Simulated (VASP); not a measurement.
Computed with PBE GGA with D3 dispersion (Becke-Johnson damping), VASP's PBE PAW potentials (set 64) (plane waves; VASP).

The input files of a VASP run:

POSCAR:
```
PbO
1.0
  4.0346962186   0.0000000000   0.0000000000
  0.0000000000   4.0346962186   0.0000000000
  0.0000000000   0.0000000000   4.9898313572
Pb O
2 2
Cartesian
  2.0173481093   0.0000000000   3.8013808070
  0.0000000000   2.0173481093   1.1884505502
  2.0173481093   2.0173481093   0.0000000000
  0.0000000000   0.0000000000   0.0000000000
```

**INCAR**
```
LREAL = F
EDIFFG = -0.01   # ionic stop
NELM = 100   # most electronic steps
ISIF = 4   # ions and shape, fixed volume
LMAXMIX = 4   # l cut-off of mixed one-centre charges
LWAVE = F
SYSTEM = PbO
ISMEAR = 0   # Gaussian
LASPH = T   # aspherical one-centre terms
LCHARG = F
SIGMA = 0.05   # width (eV)
IVDW = 12   # D3, Becke-Johnson
EDIFF = 1E-7   # SCF stop (eV)
ALGO = Normal
ENCUT = 520
NSW = 30   # most ionic steps
PREC = Accurate
IBRION = 2   # conjugate gradients
GGA = PE   # PBE
```

**KPOINTS**
```
Automatic mesh
0
Gamma
6 6 5
0 0 0
```

POTCAR, in this order: Pb_d O (PBE.64 set). Program: vasp_std.

What VASP printed:

### OUTCAR
```
 ion  position               nearest neighbor table
   1  0.500  0.000  0.762-   3 2.34   4 2.34   3 2.34   4 2.34   2 3.71   2 3.71   2 3.71   2 3.71
                             2 3.87   2 3.87   2 3.87   2 3.87
   2  0.000  0.500  0.238-   3 2.34   4 2.34   4 2.34   3 2.34   1 3.71   1 3.71   1 3.71   1 3.71
                             1 3.87   1 3.87   1 3.87   1 3.87
   3  0.500  0.500  0.000-   1 2.34   2 2.34   1 2.34   2 2.34
   4  0.000  0.000  0.000-   1 2.34   2 2.34   2 2.34   1 2.34
  LATTYP: Found a simple tetragonal cell.
 ALAT       =     4.0346962186
 C/A-ratio  =     1.2367303725
 Subroutine PRICEL returns:
 Original cell was already a primitive cell.
 Subroutine GETGRP returns: Found 16 space group operations
The static configuration has the point symmetry D_2d.
 The point group associated with its full space group is D_4h.
The dynamic configuration has the point symmetry D_2d.
 Subroutine INISYM returns: Found 16 space group operations
 Subroutine IBZKPT returns following result:
 Found     30 irreducible k-points:

 Following reciprocal coordinates:
            Coordinates               Weight
  0.000000  0.000000  0.000000      1.000000
  0.166667  0.000000  0.000000      4.000000
  0.333333  0.000000  0.000000      4.000000
...
```

**OSZICAR**
```
       N       E                     dE             d eps       ncg     rms          rms(c)
DAV:   1     0.445712292179E+03    0.44571E+03   -0.20167E+04  1440   0.196E+03
DAV:   2     0.308823597434E+02   -0.41483E+03   -0.40671E+03  1552   0.491E+02
DAV:   3    -0.243636965393E+02   -0.55246E+02   -0.54005E+02  1944   0.190E+02
DAV:   4    -0.261031459600E+02   -0.17394E+01   -0.17384E+01  1616   0.395E+01
DAV:   5    -0.261640745176E+02   -0.60929E-01   -0.60923E-01  2000   0.696E+00    0.124E+01
DAV:   6    -0.216870717582E+02    0.44770E+01   -0.36426E+01  2264   0.456E+01    0.560E+00
DAV:   7    -0.214872056567E+02    0.19987E+00   -0.34742E+00  1856   0.142E+01    0.256E+00
DAV:   8    -0.214949467183E+02   -0.77411E-02   -0.87636E-01  1976   0.674E+00    0.131E+00
DAV:   9    -0.214613600745E+02    0.33587E-01   -0.18725E-01  2216   0.370E+00    0.284E-01
DAV:  10    -0.214635721135E+02   -0.22120E-02   -0.19413E-02  1616   0.858E-01    0.663E-02
DAV:  11    -0.214636883951E+02   -0.11628E-03   -0.26619E-03  2488   0.397E-01    0.892E-02
DAV:  12    -0.214635979435E+02    0.90452E-04   -0.32673E-04  2128   0.208E-01    0.445E-02
DAV:  13    -0.214635811650E+02    0.16778E-04   -0.17101E-04  2232   0.105E-01    0.676E-03
DAV:  14    -0.214635806172E+02    0.54780E-06   -0.19764E-05  2112   0.495E-02    0.429E-03
DAV:  15    -0.214635798177E+02    0.79955E-06   -0.42826E-06  2080   0.280E-02    0.153E-03
DAV:  16    -0.214635801710E+02   -0.35329E-06   -0.42768E-07  1464   0.768E-03    0.438E-04
DAV:  17    -0.214635802343E+02   -0.63287E-07   -0.32133E-08   920   0.179E-03
   1 F= -.22398177E+02 E0= -.22398177E+02  d E =-.223982E+02
       N       E                     dE             d eps       ncg     rms          rms(c)
DAV:   1    -0.214635622502E+02    0.17921E-04   -0.68175E-03  1776   0.515E-01    0.208E-02
DAV:   2    -0.214635820588E+02   -0.19809E-04   -0.28874E-04  2096   0.173E-01    0.118E-02
DAV:   3    -0.214635784607E+02    0.35982E-05   -0.60361E-06  2232   0.350E-02    0.448E-03
DAV:   4    -0.214635779279E+02    0.53273E-06   -0.15559E-06  2160   0.154E-02    0.849E-04
DAV:   5    -0.214635780156E+02   -0.87674E-07   -0.20218E-07  1088   0.691E-03
   2 F= -.22398193E+02 E0= -.22398193E+02  d E =-.162344E-04
```

OUTCAR:
```
------------------------ aborting loop because EDIFF is reached ----------------------------------------
 Edisp (eV)   -0.93462
  FORCE on cell =-STRESS in cart. coord.  units (eV):
  Direction    XX          YY          ZZ          XY          YZ          ZX
  --------------------------------------------------------------------------------------
  Total      -0.01249    -0.01249    -0.03781     0.00000     0.00000     0.00000
  in kB      -0.24637    -0.24637    -0.74573     0.00000     0.00000     0.00000
  external pressure =       -0.41 kB  Pullay stress =        0.00 kB
  volume of cell :       81.23
      direct lattice vectors                 reciprocal lattice vectors
     4.035110299  0.000000000  0.000000000     0.247824700  0.000000000  0.000000000
     0.000000000  4.035110299 -0.000000000     0.000000000  0.247824700  0.000000000
     0.000000000 -0.000000000  4.988807304     0.000000000  0.000000000  0.200448712
 POSITION                                       TOTAL-FORCE (eV/Angst)
 -----------------------------------------------------------------------------------
      2.01756      4.03511      3.79995         0.000000      0.000000     -0.003870
      0.00000      2.01756      1.18885         0.000000     -0.000000      0.003870
      2.01756      2.01756     -0.00000        -0.000000     -0.000000     -0.000000
      0.00000      0.00000     -0.00000         0.000000      0.000000     -0.000000
 -----------------------------------------------------------------------------------
    total drift:                                0.000000      0.000000     -0.000000
  FREE ENERGIE OF THE ION-ELECTRON SYSTEM (eV)
  ---------------------------------------------------
  free  energy   TOTEN  =       -22.3981934212 eV

  energy  without entropy=      -22.3981934212  energy(sigma->0) =      -22.39819342

 reached required accuracy - stopping structural energy minimisation
```
(Selected blocks of OUTCAR.)

CONTCAR:
```
PbO
   1.00000000000000
     4.0351102985734624    0.0000000000000000    0.0000000000000000
     0.0000000000000000    4.0351102985734624   -0.0000000000000000
     0.0000000000000000   -0.0000000000000000    4.9888073042905612
  Pb              O
     2     2
Direct
     0.5000000000000000    1.0000000000000000    0.7616960356667548
     0.0000000000000000    0.5000000000000000    0.2383039643332452
     0.5000000000000000    0.5000000000000000    0.0000000000000000
     0.0000000000000000    0.0000000000000000    0.0000000000000000
```

The compound is PbO in the litharge structure. This run relaxes it. Symmetry was kept, so distortions that lower it aren't found.
